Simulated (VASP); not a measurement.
VASP ran on this input.

### KPOINTS
```
Automatic mesh
0
Gamma
7 7 3
0 0 0
```

**POSCAR**
```
Te
1
    4.9423504860     0.0000000471    -0.0000000000
   -2.4711746551     4.2802005801     0.0000000000
    0.0000000000    -0.0000000000     9.6646143332
Te
4
Direct
  0.3333330000   0.6666670000   0.0353354768
  0.6666670000   0.3333330000   0.5353354768
  0.6666670000   0.3333330000   0.9646645232
  0.3333330000   0.6666670000   0.4646645232
```

INCAR:
```
ALGO=Normal
EDIFF=1E-6
EDIFFG=-0.02
ENCUT=400
IBRION=2
ISIF=3
ISMEAR=1
LASPH=T
LCHARG=F
LMAXMIX=4
LMIXTAU=T
LREAL=F
LWAVE=F
METAGGA=R2SCAN
NELM=100
NSW=60
PREC=Accurate
SIGMA=0.1
SYSTEM=Te
```

POTCAR, in this order: Te (PBE.64 set). Program: vasp_std.

Task: Translate this r2SCAN calculation to Ansatz.

Result: One equivalent input (not run):
Ansatz 0.2 input:
```yaml
crystal:
  lattice:
    - [4.9423505, 0.0000000, 0.0000000]
    - [-2.4711747, 4.2802006, 0.0000000]
    - [0.0000000, 0.0000000, 9.6646143]
  atoms:
    - { symbol: Te, position: [0.3333330, 0.6666670, 0.0353355] }
    - { symbol: Te, position: [0.6666670, 0.3333330, 0.5353355] }
    - { symbol: Te, position: [0.6666670, 0.3333330, 0.9646645] }
    - { symbol: Te, position: [0.3333330, 0.6666670, 0.4646645] }
kpoints:
  mp_grid: { grid: [7, 7, 3] }
hamiltonian:
  xc: r2scan
  pseudopotentials: { kind: paw }
scf:
  occupations: { method: methfessel_paxton, width: 0.1 }
  max_iter: 100
relax:
  max_steps: 60
  f_tol: 0.02
  cell: {}
output: { forces: true, stress: true, eigenvalues: true }
```
The two are equivalent in intent, not identical: each code has its own PAW files, so the cut-off isn't converted (ENCUT is set for VASP's; basis.ecutwfc is left out, and Ansatz then takes the one that its files recommend); Ansatz stops its SCF on the density residual and VASP on the energy change (EDIFF).

The structure was generated: Te was put into the lonsdaleite type (P6_3/mmc), which need not be its known phase. This run relaxes it. Symmetry was kept, so distortions that lower it aren't found. The start is the result of an earlier pass.
